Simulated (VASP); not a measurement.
Crystal: CrC3.

```
Cr C
1.0
     3.11381    0.00000    0.00000
     0.00000    3.11381    0.00000
     0.00000    0.00000    3.11381
Cr C
1 3
Direct
  0.00000 0.00000 0.00000
  0.00000 0.50000 0.50000
  0.50000 0.00000 0.50000
  0.50000 0.50000 0.00000
```

The cell was built by a generator and needn't be a form met in nature.

The cell isn't the ideal one: species swapped into the VPt3 type (Pm-3m, No. 221).

```yaml
Program: VASP 6.6.1
Task: relaxation of cell and atoms
Functional: PBE
Potentials_or_basis: VASP PAW PBE potentials, release 64 (Cr_pv, C)
Cutoff: 600 eV
k_mesh: 14 × 14 × 14
Occupations: gaussian, width 0.1 eV
Spin: collinear spin, typed start
Starting_moments: "[1.43, 0.0, 0.0, 0.0] μB"
```

At the start: pressure -4.8 GPa; volume 7.55 Å³/atom.

Question: How do energy, volume and symmetry change on relaxing?

Answer: Over 3 steps the energy falls by 2.3 meV/atom and the volume is 7.40 Å³/atom (-2.0 %); space group Pm-3m (No. 221, to 0.05 Å); moment 0.00 μB per cell.

Step by step:
```csv
step,energy change (eV),largest force (eV/Å),pressure (GPa),volume (Å³)
1,0.0000,0.0000,-4.77,30.19
2,-0.0055,0.0000,3.19,29.22
3,-0.0091,0.0000,-0.03,29.59
```

Final structure:
```
CELL_PARAMETERS angstrom
3.09301 0.00000 0.00000
0.00000 3.09301 0.00000
0.00000 0.00000 3.09301
ATOMIC_POSITIONS crystal
Cr 0.00000 0.00000 0.00000
C 0.00000 0.50000 0.50000
C 0.50000 0.00000 0.50000
C 0.50000 0.50000 0.00000
```
